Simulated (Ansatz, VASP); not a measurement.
# Cross-check of GaC between VASP and Ansatz, part 2 of 2

Aim: how closely do two programs agree when they are given the same cell, functional and k mesh? The cell is generated by rule, not measured, and may not be a known phase. The cell is taken from a series of runs on this material, whose earlier steps may have relaxed, scaled, displaced or heated it; both programs get it as it stands.

VASP 6.6.1 and Ansatz 0.2.0.

So far. Step 5 (Ansatz: single point, PBEsol, pair 2): The run ends at a pressure of 0.01 GPa, with forces up to 0.73 eV/Å. Step 6 (VASP: single point, PBEsol, pair 2): The run ends at a pressure of -0.15 GPa, with forces up to 0.74 eV/Å.

The structure was built from a prototype and need not be the compound's stable phase.

**7. Differences**

Compared:

```tsv
quantity	Ansatz	VASP	difference
pressure (GPa)	0.01	-0.15	+0.17
```

Forces (eV/Å; atoms numbered as in POSCAR):

```tsv
atom	Ansatz x, y, z	VASP x, y, z
Ga1	0.000, 0.000, 0.000	0.000, 0.000, 0.000
Ga2	0.000, 0.000, 0.000	0.000, 0.000, 0.000
C3	-0.733, 0.000, 0.000	-0.737, 0.000, 0.000
C4	0.733, 0.000, 0.000	0.737, 0.000, 0.000
```

The forces differ by 1.6 meV/Å r.m.s., which is 0.5 % of the r.m.s. force of 0.301 eV/Å (both taken over all components).

**8. Ansatz: single point, PBEsol, pair 3**

A single point gives forces, pressure and levels at one fixed geometry, so differences don't come from the geometry; what else differs is listed under the comparison.

The cell is taken from a series of runs on this material, whose earlier steps may have relaxed, scaled, displaced or heated it; both programs get it as it stands.

Input file input.yaml:

```yaml
crystal:
  lattice:
    - [-2.7754559291, 0.0, 0.0]
    - [0.0, -2.7754559291, -2.7754559291]
    - [0.0, -2.7754559291, 2.7754559291]
  atoms:
    - { symbol: Ga, position: [1.0, 0.5, 0.5] }
    - { symbol: Ga, position: [1.0, 0.0, 0.0] }
    - { symbol: C, position: [0.5504421629, 0.0, 0.5] }
    - { symbol: C, position: [0.4495578371, 0.5, 0.0] }
kpoints:
  mp_grid: { grid: [14, 10, 10] }
hamiltonian:
  xc: pbesol
  pseudopotentials: { kind: nc }
scf:
  occupations: { method: methfessel_paxton, width: 0.15 }
output:
  forces: true
  stress: true
  eigenvalues: true
```

Run with:

```
ansatz run input.yaml --threads 4 --pin off --max-ram 7168MiB --backend cpu --events-out ev --progress --plain --runs-dir out
```

Numbers of over 12 decimals in the logs are rounded to 6 here.

Output:

```text
[...]
Crystal: 4 atoms, lattice volume = 42.760 Å³
Basis set: ecut = 1115.666836 eV, 3611 PW (Γ), exchange–correlation on 64×90×90 points (8 copies of the dense FFT grid, shifted against one another)
Bands: 21, of which v1, the nominal top of the filled ones, is band 17 counted from 1 (16 counted from 0)
Symmetry: 16 space group operations
[...]
k-points: 168 of 1400
[...]
--- Band table (eV; the first three rows and the last of 168) ---
  k-point 0: bands = [... 13 lower, 7.3422, 10.2277, 13.0336, 13.0336, 13.2680, 14.5897, 15.5630, 22.2117]
  k-point 1: bands = [... 13 lower, 7.4413, 10.8821, 12.4417, 12.7943, 13.3354, 14.9303, 15.7988, 22.4128]
  k-point 2: bands = [... 13 lower, 7.7337, 11.4485, 12.1690, 12.3700, 13.5350, 15.0739, 16.5774, 21.9705]
  k-point 167: bands = [... 13 lower, 7.4169, 7.4677, 7.4677, 9.9898, 9.9898, 15.8703, 15.8703, 22.5228]
[key lines of the parts left out:]
SCF converged after 6 iterations
Free energy (F): -4474.751039 eV
Fermi energy:    13.243787 eV
P = ⅓ Tr σ = -0.1150 GPa (-1.150 kbar)
```

The run ends at a pressure of -0.12 GPa, with forces up to 1.1 eV/Å.

**9. VASP: single point, PBEsol, pair 3**

The same cell, functional, mesh and smearing now go to VASP, with its own data sets.

Input file INCAR:

```
SYSTEM = GaC
PREC = Accurate
ENCUT = 600
EDIFF = 1E-06
NELM = 120
ISMEAR = 1
SIGMA = 0.15
LREAL = .FALSE.
ALGO = Normal
GGA = PS
NBANDS = 23
LORBIT = 11
LWAVE = .FALSE.
LCHARG = .FALSE.
ISIF = 2
LASPH = .TRUE.
GGA_COMPAT = .FALSE.
KPAR = 2
```

Input file POSCAR:

```
GaC
1.0
   -2.7754559291      0.0000000000      0.0000000000
    0.0000000000     -2.7754559291     -2.7754559291
    0.0000000000     -2.7754559291      2.7754559291
Ga C
2 2
Direct
    0.0000000000      0.5000000000      0.5000000000
    0.0000000000      0.0000000000      0.0000000000
    0.5504421629      0.0000000000      0.5000000000
    0.4495578371      0.5000000000      0.0000000000
```

Input file KPOINTS:

```
Automatic mesh
0
Gamma
14 10 10
0 0 0
```

The projector-augmented-wave data sets are Ga_d and C (PBE family, release 64).

Run with:

```
mpirun -np 2 vasp_std
```

Output:

```text
[... set-up lines as in an earlier step ...]
 entering main loop
       N       E                     dE             d eps       ncg     rms          rms(c)
DAV:   1     0.208233868152E+03    0.20823E+03   -0.18259E+04  8703   0.294E+03
DAV:   2     0.255563896031E+01   -0.20568E+03   -0.19785E+03  8286   0.481E+02
DAV:   3    -0.189861994849E+02   -0.21542E+02   -0.20949E+02  9109   0.120E+02
DAV:   4    -0.197276664289E+02   -0.74147E+00   -0.73305E+00  9654   0.223E+01
[...]
DAV:  10    -0.186689491122E+02   -0.37884E-04   -0.51361E-04  9010   0.153E-01    0.172E-02
DAV:  11    -0.186689435017E+02    0.56104E-05   -0.20724E-05 10168   0.450E-02    0.481E-03
DAV:  12    -0.186689432451E+02    0.25668E-06   -0.34710E-06  7912   0.154E-02
   1 F= -.18668943E+02 E0= -.18668875E+02  d E =-.205016E-03
```

From OUTCAR (step 9):

```text
  Total       -0.3691446      0.0741399      0.0741399      0.0000000      0.0000000     -0.0000000
  in kB      -13.8316544      2.7779826      2.7779826      0.0000000      0.0000000     -0.0000000
  external PRESSURE =      -2.7585631 kB  Pullay stress =       0.0000000 kB

 POSITION                                       TOTAL-FORCE (eV/Angst)
 -----------------------------------------------------------------------------------
      0.00000     -2.77546      0.00000         0.000000      0.000000     -0.000000
      0.00000      0.00000      0.00000         0.000000      0.000000     -0.000000
     -1.52773     -1.38773      1.38773        -1.148440     -0.000000     -0.000000
     -1.24773     -1.38773     -1.38773         1.148440      0.000000      0.000000
 -----------------------------------------------------------------------------------
    total drift:                               -0.000000     -0.000000      0.000000

  FREE ENERGIE OF THE ION-ELECTRON SYSTEM (eV)
  ---------------------------------------------------
  free  energy   TOTEN  =       -18.6689432451 eV

  energy  without entropy=      -18.6687382293  energy(sigma->0) =      -18.66887491

[... 2 parts as in an earlier step ...]

[... 1 further part left out ...]
[key lines of the parts left out:]
E-fermi :   7.5927
```

The run ends at a pressure of -0.28 GPa, with forces up to 1.1 eV/Å.

**10. Comparison**

Compared:

```tsv
quantity	Ansatz	VASP	difference
pressure (GPa)	-0.12	-0.28	+0.16
```

Forces (eV/Å; atoms numbered as in POSCAR):

```tsv
atom	Ansatz x, y, z	VASP x, y, z
Ga1	0.000, 0.000, 0.000	0.000, 0.000, 0.000
Ga2	0.000, 0.000, 0.000	0.000, 0.000, 0.000
C3	-1.142, 0.000, 0.000	-1.148, 0.000, 0.000
C4	1.142, 0.000, 0.000	1.148, 0.000, 0.000
```

The forces differ by 2.7 meV/Å r.m.s., which is 0.6 % of the r.m.s. force of 0.469 eV/Å (both taken over all components).

**11. What came out**

* r.m.s. force difference (single point, PBEsol, pair 1): 0.91 meV/Å
* r.m.s. force difference (single point, PBEsol, pair 2): 0.54 % of the r.m.s. force
* r.m.s. force difference (single point, PBEsol, pair 3): 0.57 % of the r.m.s. force

What this shows: The r.m.s. force difference is 0.57 % of the r.m.s. force (single point, PBEsol, pair 3), within the 3 % picked in this series as the mark of a large difference. 5 further runs of this series are not shown here. Such differences can come from data sets, numerical settings and the points named under the comparisons, not from the functional's error against experiment.

[Lines on the potential files, build, host, timing and source positions are cut from VASP's logs without a mark.]

[Logs are printed without paths, hosts, clocks, repeated set-up lines and the standing remarks that a program may print on its own settings, such as how far it seeks lower states.]

[Hosts, paths, dates, database ids (printed as entryN), source tags and the programs' standing remarks are cut or masked in the printed files.]
